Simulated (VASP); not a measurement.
# CuSi11C12 (a cell with a defect) in VASP: a series of runs

The runs below take CuSi11C12 (a cell with a defect) through single point, with PBEsol+U.

All numbers are computed with VASP 6.6.1; they aren't measurements. Logs are shortened: lines on timing, memory, paths and dates and some standing lists are left out, and cuts for length are marked.

### Step 1. The structure

The cell holds a defect, 24 atoms: a = 9.245 Å, b = 6.163 Å, c = 6.163 Å, α = 60.00°, β = 60.00°, γ = 60.00°.

### Step 2. Single point, PBEsol+U, collinear spin, ferromagnetic start

INCAR

```
PREC     = Accurate       # precision mode
ENCUT    = 450            # plane-wave cutoff, eV
EDIFF    = 1E-5           # SCF threshold, eV
ISMEAR   = 0              # smearing method
SIGMA    = 0.03           # smearing width, eV
LREAL    = Auto         
LASPH    = True           # aspherical terms in the spheres
NELM     = 120            # most SCF steps
ALGO     = Normal         # electronic algorithm
ISIF     = 2              # what is computed and relaxed
LWAVE    = False          # write WAVECAR
LCHARG   = False          # write CHGCAR
ISPIN    = 2              # spin polarisation
MAGMOM   = 3 0 0 0 0 0 0 0 0 0 0 0 0 0 0 0 0 0 0 0 0 0 0 0 # initial moments
LORBIT   = 11             # projections on sites
NUPDOWN  = 3              # fixed moment
LMAXMIX  = 4              # l up to which the mixer works
LDAU     = True           # DFT+U
LDAUTYPE = 2            
LDAUL    = 2 -1 -1        # shell
LDAUU    = 7 0 0          # U, eV
LDAUJ    = 0 0 0        
LDAUPRINT= 1            
GGA      = PS             # functional
ISYM     = 0            
KPAR     = 4
```

KPOINTS

```
regular mesh
0
Gamma
  2 3 3
```

POSCAR

```
CuSi11C12                               
1.0
    0.0000000000      6.5370000000      6.5370000000
    4.3580000000      0.0000000000      4.3580000000
    4.3580000000      4.3580000000      0.0000000000
  Cu              Si              C             
     1    11    12
Direct
     0.9986250593378860    0.0007829700289506    0.0011946286955630
     0.9996836410677337    0.9984949738954965    0.5024326542835343
     0.9998009619263166    0.5021494650736739    0.9987101313255741
     0.9998764865268769    0.5018701237452082    0.5024277282466380
     0.3334947946703698    0.0002284431766928    0.9999124869814313
     0.3352394767772292    0.9991179598489015    0.5009599065115323
     0.3352777870178449    0.5010132931996513    0.9990605062318384
     0.3338673529806515    0.5008036104583905    0.5003364264949780
     0.6688301417012085    0.9992536248598292    0.9991581911003468
     0.6675195633335775    0.9996581468801339    0.5017116912659298
     0.6674883442717637    0.5014760845892561    0.9999084839372036
     0.6682599315722140    0.5000641552555131    0.4998462882602683
     0.0870091092052848    0.1318438235581779    0.1320088039933963
     0.0887918587369343    0.1309259249121704    0.6072057265238417
     0.0887721044234675    0.6069527093826106    0.1313475533158932
     0.0839234031912958    0.6256284448187519    0.6258243508148894
     0.4180568308529247    0.1244171730900080    0.1243099418376032
     0.4164315540245401    0.1260086951554833    0.6264391166488833
     0.4164734509546170    0.6267664522246484    0.1255630584005885
     0.4183183857846333    0.6247736907987818    0.6246400659714006
     0.7358828755880298    0.1329815024881238    0.1332939993817931
     0.7504133820152754    0.1254055319134929    0.6255555109516888
     0.7504260028050382    0.6255912880697778    0.1251992045206920
     0.7504775012343009    0.6255569125762870    0.6257575443044727
```

Potentials or basis: VASP PAW PBE potentials, release 64 (Cu, Si, C).

Launch:

```
$ cat potpaw_PBE.64/Cu/POTCAR potpaw_PBE.64/Si/POTCAR potpaw_PBE.64/C/POTCAR > POTCAR
$ mpirun -np 4 vasp_std > vasp.out
```

OUTCAR:

```text
PREC = Accurate
   ENCUT = 450
   EDIFF = 1E-5
   ISMEAR = 0
   LREAL = Auto
   LASPH = True
   NELM = 120
   ISIF = 2
   ISPIN = 2
   LORBIT = 11
   NUPDOWN = 3
   GGA = PS
   ISYM = 0

 ion  position               nearest neighbor table
   1  0.999  0.001  0.001-  15 1.98  14 1.98  21 1.98  13 1.98
   2  1.000  0.998  0.502-  13 1.87  14 1.87  16 1.88  22 1.88   3 3.06   4 3.06   9 3.06  10 3.07
                            12 3.08   8 3.08   5 3.09   6 3.10   4 3.10   3 3.10
   3  1.000  0.502  0.999-  13 1.87  15 1.87  16 1.88  23 1.88   2 3.06   4 3.06   9 3.06  11 3.07
                            12 3.08   8 3.08   5 3.09   7 3.10   4 3.10   2 3.10
   4  1.000  0.502  0.502-  14 1.87  15 1.87  16 1.88  24 1.88   3 3.06   2 3.06  11 3.07  10 3.07
                             8 3.08  12 3.08   6 3.10   7 3.10   2 3.10   3 3.10
   5  0.333  0.000  1.000-  13 1.86  19 1.88  18 1.88  17 1.89   6 3.07   7 3.07  10 3.08  11 3.08
                             8 3.08   8 3.08   3 3.09   2 3.09   7 3.09   6 3.09   9 3.09
   6  0.335  0.999  0.501-  14 1.86  18 1.88  20 1.88  17 1.90   7 3.07   5 3.07  10 3.08  12 3.08
                             8 3.08   8 3.08   9 3.09   5 3.09   7 3.09   4 3.10   2 3.10
   7  0.335  0.501  0.999-  15 1.86  19 1.88  20 1.88  17 1.90   6 3.07   5 3.07  11 3.08  12 3.08
                             8 3.08   8 3.08   9 3.09   5 3.09   6 3.09   3 3.10   4 3.10
   8  0.334  0.501  0.500-  19 1.89  18 1.89  16 1.89  20 1.89   4 3.08   2 3.08   6 3.08   3 3.08
                             7 3.08   5 3.08   5 3.08   7 3.08   6 3.08  11 3.08  10 3.09  12 3.09
   9  0.669  0.999  0.999-  21 1.86  22 1.88  23 1.88  17 1.89   2 3.06   3 3.06  10 3.07  11 3.07
                            12 3.08  12 3.08   7 3.09   6 3.09  11 3.09  10 3.09   5 3.09
  10  0.668  1.000  0.502-  21 1.86  22 1.88  24 1.88  18 1.90   2 3.07   4 3.07  11 3.07   9 3.07
                             6 3.08   5 3.08  12 3.08  12 3.08   8 3.09   9 3.09  11 3.09
  11  0.667  0.501  1.000-  21 1.86  23 1.88  24 1.88  19 1.89   4 3.07  10 3.07   3 3.07   9 3.07
                             7 3.08  12 3.08   5 3.08  12 3.08   8 3.08   9 3.09  10 3.09
  12  0.668  0.500  0.500-  23 1.89  22 1.89  24 1.89  20 1.89   3 3.08   6 3.08   7 3.08   2 3.08
                             4 3.08  11 3.08   9 3.08  10 3.08  10 3.08   9 3.08  11 3.08   8 3.09
  13  0.087  0.132  0.132-   5 1.86   3 1.87   2 1.87   1 1.98
  14  0.089  0.131  0.607-   6 1.86   2 1.87   4 1.87   1 1.98
  15  0.089  0.607  0.131-   7 1.86   3 1.87   4 1.87   1 1.98
  16  0.084  0.626  0.626-   2 1.88   3 1.88   4 1.88   8 1.89
  17  0.418  0.124  0.124-   5 1.89   9 1.89   7 1.90   6 1.90
  18  0.416  0.126  0.626-   5 1.88   6 1.88   8 1.89  10 1.90
  19  0.416  0.627  0.126-   5 1.88   7 1.88   8 1.89  11 1.89
  20  0.418  0.625  0.625-   6 1.88   7 1.88  12 1.89   8 1.89
  21  0.736  0.133  0.133-  10 1.86  11 1.86   9 1.86   1 1.98
  22  0.750  0.125  0.626-   9 1.88   2 1.88  10 1.88  12 1.89
  23  0.750  0.626  0.125-   9 1.88  11 1.88   3 1.88  12 1.89
  24  0.750  0.626  0.626-  10 1.88   4 1.88  11 1.88  12 1.89

IMPORTANT INFORMATION: All symmetrisations will be switched off!
NOSYMM: (Re-)initialisation of all symmetry stuff for point group C_1.

----------------------------------------------------------------------------------------

                                     Primitive cell

  volume of cell :     248.3036

  direct lattice vectors                    reciprocal lattice vectors
     0.000000000  6.537000000  6.537000000    -0.076487685  0.076487685  0.076487685
     4.358000000  0.000000000  4.358000000     0.114731528 -0.114731528  0.114731528
     4.358000000  4.358000000  0.000000000     0.114731528  0.114731528 -0.114731528

  length of vectors
     9.244714057  6.163142705  6.163142705     0.132480557  0.198720836  0.198720836

  position of ions in fractional coordinates (direct lattice)
     0.998625059  0.000782970  0.001194629
     0.999683641  0.998494974  0.502432654
[... 44 lines left out ...]
  ---------------------------------------------------
  free energy    TOTEN  =      -181.60397748 eV

  energy without entropy =     -181.60397746  energy(sigma->0) =     -181.60397747

 E-fermi :   7.6178     XC(G=0): -11.5468

 val. band max:        8.5206955989   @ k =   0.0000   0.0000   0.0000
 cond. band min:       7.7209451164   @ k =   0.0000  -0.3333   0.3333
 fundamental gap:     -0.7997504825
 Fermi energy:         8.6596444274

 spin component 1

 k-point     1 :       0.0000    0.0000    0.0000
  band No.  band energies     occupation
      1      -7.5931      1.00000
      2      -5.6171      1.00000
      3      -5.4740      1.00000
      4      -4.1186      1.00000
      5      -4.0905      1.00000
      6      -3.9565      1.00000
[... 649 lines left out ...]
     62      13.2968      0.00000
     63      13.4192      0.00000
 Fermi energy:         7.6178108036

 spin component 2

 k-point     1 :       0.0000    0.0000    0.0000
  band No.  band energies     occupation
      1      -7.4751      1.00000
      2      -5.5001      1.00000
      3      -5.2927      1.00000
      4      -3.9797      1.00000
      5      -3.9591      1.00000
      6      -3.8115      1.00000
[... 649 lines left out ...]
     62      13.4467      0.00000
     63      13.6311      0.00000
 [bands above 63 left out]

------------------------ aborting loop because EDIFF is reached ----------------------------------------

  FORCE on cell =-STRESS in cart. coord.  units (eV):
  Direction    XX          YY          ZZ          XY          YZ          ZX
  --------------------------------------------------------------------------------------
  -------------------------------------------------------------------------------------
  Total        2.4437521      3.0024036      3.0043079      0.4864120     -0.1674760      0.5019845
  in kB       15.7682972     19.3729930     19.3852805      3.1385710     -1.0806380      3.2390520
  external PRESSURE =      18.1755235 kB  Pullay stress =       0.0000000 kB

 VOLUME and BASIS-vectors are now :
 -----------------------------------------------------------------------------
  energy-cutoff  :      450.00
  volume of cell :      248.30
      direct lattice vectors                 reciprocal lattice vectors
     0.000000000  6.537000000  6.537000000    -0.076487685  0.076487685  0.076487685
     4.358000000  0.000000000  4.358000000     0.114731528 -0.114731528  0.114731528
     4.358000000  4.358000000  0.000000000     0.114731528  0.114731528 -0.114731528

 POSITION                                       TOTAL-FORCE (eV/Angst)
 -----------------------------------------------------------------------------------
      0.00862      6.53322      6.53142        -0.009222     -0.003690      0.001562
      6.54104      8.72453     10.88637        -0.001616      0.004470      0.002139
      6.54075     10.88808      8.72407         0.009294     -0.013715      0.005045
      4.37673      8.72577      8.72334         0.006899     -0.000398      0.017124
      4.35861      6.53767      2.18105        -0.013115     -0.005705     -0.009320
      6.53734      4.37464      6.54562         0.013537      0.005305      0.003812
[... 16 lines left out ...]
      3.27194      5.45115      7.63186         0.017309     -0.005021      0.004111
      5.45323      7.63292      7.63205         0.013017     -0.002905     -0.004413
 -----------------------------------------------------------------------------------
    total drift:                               -0.008901     -0.002989     -0.004522

  FREE ENERGIE OF THE ION-ELECTRON SYSTEM (eV)
  ---------------------------------------------------
  free  energy   TOTEN  =      -181.6039774764 eV

  energy  without entropy=     -181.6039774625  energy(sigma->0) =     -181.60397747

 total charge

# of ion       s       p       d       tot
------------------------------------------
    1        0.500   0.500   9.308  10.307
    2        0.712   0.984   0.000   1.695
    3        0.712   0.984   0.000   1.695
    4        0.711   0.982   0.000   1.693
    5        0.712   0.982   0.000   1.694
    6        0.710   0.978   0.000   1.689
[... 16 lines left out ...]
   23        0.836   1.704   0.000   2.540
   24        0.835   1.704   0.000   2.539
--------------------------------------------------
tot         18.419  31.387   9.308  59.114

 magnetization (x)

# of ion       s       p       d       tot
------------------------------------------
    1        0.002   0.186   0.381   0.569
    2       -0.001   0.002   0.000   0.001
    3       -0.001   0.003   0.000   0.001
    4       -0.001   0.001   0.000  -0.001
    5       -0.000   0.007   0.000   0.007
    6       -0.001   0.000   0.000  -0.001
[... 16 lines left out ...]
   23        0.001   0.016   0.000   0.017
   24        0.000   0.010   0.000   0.010
--------------------------------------------------
tot          0.083   1.402   0.381   1.866
```

It took 3.4 min on 4 MPI ranks of Intel Xeon Platinum 8375C at 2.90GHz (Ice Lake), shared host; peak memory 0.57 GiB.

Results:

```
Free energy                                           : -181.6040 eV
Largest force                                         : 0.023 eV/Å
Net moment                                            : 3.00 μB per cell
Site moments                                          : Cu +0.57; Si +0.00, -0.00, +0.01; C +0.28, +0.01, +0.10, +0.03, +0.22, +0.02 μB
Valence electrons inside the program's atomic spheres : Cu 10.31; Si 1.70, 1.69, 1.68; C 2.48, 2.54, 2.52, 2.49
```

Forces on the atoms (eV/Å):
```
Cu  -0.009 -0.004  0.002
Si  -0.002  0.004  0.002
Si   0.009 -0.014  0.005
Si   0.007  0.000  0.017
Si  -0.013 -0.006 -0.009
Si   0.014  0.005  0.004
Si   0.013 -0.009  0.001
Si   0.000  0.010 -0.006
Si   0.000  0.012  0.006
Si  -0.002  0.006  0.017
Si  -0.012  0.009  0.015
Si   0.007  0.001 -0.008
C   -0.007  0.004 -0.002
C   -0.005 -0.003  0.004
C   -0.014  0.007 -0.003
C   -0.016 -0.007 -0.005
C    0.004 -0.011 -0.013
C   -0.018  0.002 -0.003
C   -0.008  0.008 -0.006
C   -0.002  0.005  0.005
C    0.013 -0.013 -0.002
C    0.010 -0.001 -0.020
C    0.017 -0.005  0.004
C    0.013 -0.003 -0.004
```

Eigenvalues of the final occupation matrices:
| site | spin | trace | eigenvalues |
| --- | --- | --- | --- |
| site 1 d | 1 | 4.86 | 0.97 0.97 0.97 0.97 0.97 |
| site 1 d | 2 | 4.48 | 0.84 0.85 0.85 0.97 0.97 |

Caveat: the k mesh is coarse (spacing up to 0.42 Å⁻¹), so the values aren't converged; the cutoff is under 1.25 times the usual one of these potentials, so pressure, stress and relaxed cells hold a basis-set (Pulay) error; the PAW data sets were made with another functional, which shifts forces and pressure a little; the total moment is fixed, so each spin has its own Fermi level; the U is typed as a test and isn't derived for this compound.

### Step 3. Single point, PBEsol+U, collinear spin, ferromagnetic start

INCAR: that of step 2 with these lines changed.

```diff
@@ -20,3 +20,3 @@
 LDAUL    = 2 -1 -1        # shell
-LDAUU    = 7 0 0          # U, eV
+LDAUU    = 5 0 0          # U, eV
 LDAUJ    = 0 0 0
```

KPOINTS

```
regular mesh
0
Gamma
  3 4 4
```

POSCAR is that of step 2.

Potentials or basis: VASP PAW PBE potentials, release 64 (Cu, Si, C).

Launch:

```
$ cat potpaw_PBE.64/Cu/POTCAR potpaw_PBE.64/Si/POTCAR potpaw_PBE.64/C/POTCAR > POTCAR
$ mpirun -np 4 vasp_std > vasp.out
```

Wall time 7.4 min (4 MPI ranks of Intel Xeon Platinum 8375C at 2.90GHz (Ice Lake), shared host); peak memory 0.76 GiB.

It converged, with:

```yaml
Free_energy: -182.3086 eV
Largest_force: 0.054 eV/Å
Net_moment: 3.00 μB per cell
Site_moments: Cu +0.60; Si +0.00, -0.00, +0.01; C +0.28, +0.27, +0.01, +0.10, +0.03, +0.22, +0.02 μB
Valence_electrons_inside_the_program's_atomic_spheres: Cu 10.25; Si 1.70, 1.69, 1.68; C 2.48, 2.54, 2.52, 2.53, 2.49
```

Forces on the atoms (eV/Å):
```
Cu   0.012  0.025  0.030
Si   0.004  0.009  0.046
Si   0.015  0.030  0.009
Si  -0.039  0.007  0.024
Si  -0.016 -0.035 -0.039
Si   0.031 -0.012 -0.004
Si   0.030 -0.017 -0.016
Si  -0.005 -0.002 -0.019
Si  -0.020  0.001 -0.006
Si   0.017 -0.016  0.002
Si   0.006 -0.006 -0.008
Si  -0.003 -0.005 -0.014
C   -0.030 -0.006 -0.011
C    0.007 -0.001 -0.028
C   -0.003 -0.025 -0.001
C   -0.019 -0.004 -0.003
C    0.018  0.005  0.003
C   -0.022  0.020  0.011
C   -0.012  0.022  0.011
C   -0.004  0.012  0.012
C   -0.012 -0.007  0.005
C    0.012  0.010 -0.012
C    0.020  0.003  0.015
C    0.012 -0.006 -0.008
```

Eigenvalues of the final occupation matrices:
```
    site  spin  trace               eigenvalues
site 1 d     1   4.83  0.97 0.97 0.97 0.97 0.97
site 1 d     2   4.42  0.83 0.84 0.84 0.96 0.96
```

Caveat: the cutoff is under 1.25 times the usual one of these potentials, so pressure, stress and relaxed cells hold a basis-set (Pulay) error; the PAW data sets were made with another functional, which shifts forces and pressure a little; the total moment is fixed, so each spin has its own Fermi level; the U is typed as a test and isn't derived for this compound. The state reached can hang on the start; a lower one may exist.

### Step 4. Single point, PBEsol+U, collinear spin, ferromagnetic start

INCAR: that of step 3 with these lines changed.

```diff
@@ -13,5 +13,5 @@
 ISPIN    = 2              # spin polarisation
-MAGMOM   = 3 0 0 0 0 0 0 0 0 0 0 0 0 0 0 0 0 0 0 0 0 0 0 0 # initial moments
+MAGMOM   = 1 0 0 0 0 0 0 0 0 0 0 0 0 0 0 0 0 0 0 0 0 0 0 0 # initial moments
 LORBIT   = 11             # projections on sites
-NUPDOWN  = 3              # fixed moment
+NUPDOWN  = 1              # fixed moment
 LMAXMIX  = 4              # l up to which the mixer works
```

KPOINTS

```
regular mesh
0
Gamma
  2 3 3
```

POSCAR is that of step 3.

Launch:

```
$ cat potpaw_PBE.64/Cu/POTCAR potpaw_PBE.64/Si/POTCAR potpaw_PBE.64/C/POTCAR > POTCAR
$ mpirun -np 4 vasp_std > vasp.out
```

Wall time 3.8 min (4 MPI ranks of Intel Xeon Platinum 8375C at 2.90GHz (Ice Lake), shared host); peak memory 0.59 GiB.

Results (log left out):

```yaml
Free_energy: -182.8768 eV
Largest_force: 0.279 eV/Å
Net_moment: 1.00 μB per cell
Site_moments: Cu +0.19; Si +0.00, -0.00, +0.01; C +0.04, +0.06, +0.00, +0.02, +0.16, +0.01 μB
Valence_electrons_inside_the_program's_atomic_spheres: Cu 10.27; Si 1.70, 1.69, 1.68; C 2.47, 2.54, 2.52, 2.53, 2.49
```

Forces on the atoms (eV/Å):
```
Cu  -0.008  0.044  0.050
Si   0.118 -0.072 -0.179
Si   0.129 -0.195 -0.072
Si   0.158 -0.096 -0.078
Si   0.018  0.040  0.037
Si  -0.068 -0.060  0.070
Si  -0.069  0.056 -0.065
Si  -0.012  0.012 -0.005
Si   0.008  0.084  0.077
Si  -0.041 -0.025  0.065
Si  -0.052  0.057 -0.016
Si  -0.028  0.002 -0.006
C    0.007  0.054  0.048
C   -0.068 -0.084  0.016
C   -0.078  0.018 -0.084
C   -0.082  0.053  0.054
C   -0.075  0.191  0.189
C    0.039 -0.023 -0.031
C    0.049 -0.020 -0.032
C    0.021 -0.017 -0.017
C    0.060 -0.087 -0.077
C   -0.023  0.013  0.044
C   -0.015  0.060  0.017
C    0.014 -0.004 -0.006
```

Eigenvalues of the final occupation matrices:
| site | spin | trace | eigenvalues |
| --- | --- | --- | --- |
| site 1 d | 1 | 4.71 | 0.91 0.91 0.96 0.96 0.96 |
| site 1 d | 2 | 4.58 | 0.86 0.89 0.90 0.96 0.96 |

Caveat: the k mesh is coarse (spacing up to 0.42 Å⁻¹), so the values aren't converged; the cutoff is under 1.25 times the usual one of these potentials, so pressure, stress and relaxed cells hold a basis-set (Pulay) error; the PAW data sets were made with another functional, which shifts forces and pressure a little; the total moment is fixed, so each spin has its own Fermi level; the U is typed as a test and isn't derived for this compound. The state reached can hang on the start; a lower one may exist.

### Step 5. The runs side by side

```csv
U,fixed moment (μB),k mesh,mesh quality,moment (μB),largest force (eV/Å)
Cu d U = 7 eV,3,2 × 3 × 3,coarse,3.00,0.02
Cu d U = 5 eV,3,3 × 4 × 4,not flagged,3.00,0.05
Cu d U = 5 eV,1,2 × 3 × 3,coarse,1.00,0.28
```

Alike in all rows: task single point; level PBEsol+U; potentials or basis VASP PAW PBE potentials, release 64 (Cu, Si, C); spin collinear, ferromagnetic start; cell as given; cutoff (eV) 450; smearing gaussian 0.03 eV.

Caveats: some runs use coarse meshes; the cutoff is under 1.25 times the usual one of these potentials, so pressure, stress and relaxed cells hold a basis-set (Pulay) error; the PAW data sets were made with another functional, which shifts forces and pressure a little; the total moment is fixed, so each spin has its own Fermi level; the U is typed as a test and isn't derived for this compound.

Total energies depend on the potentials used, so only differences within one code and one set of settings carry meaning.
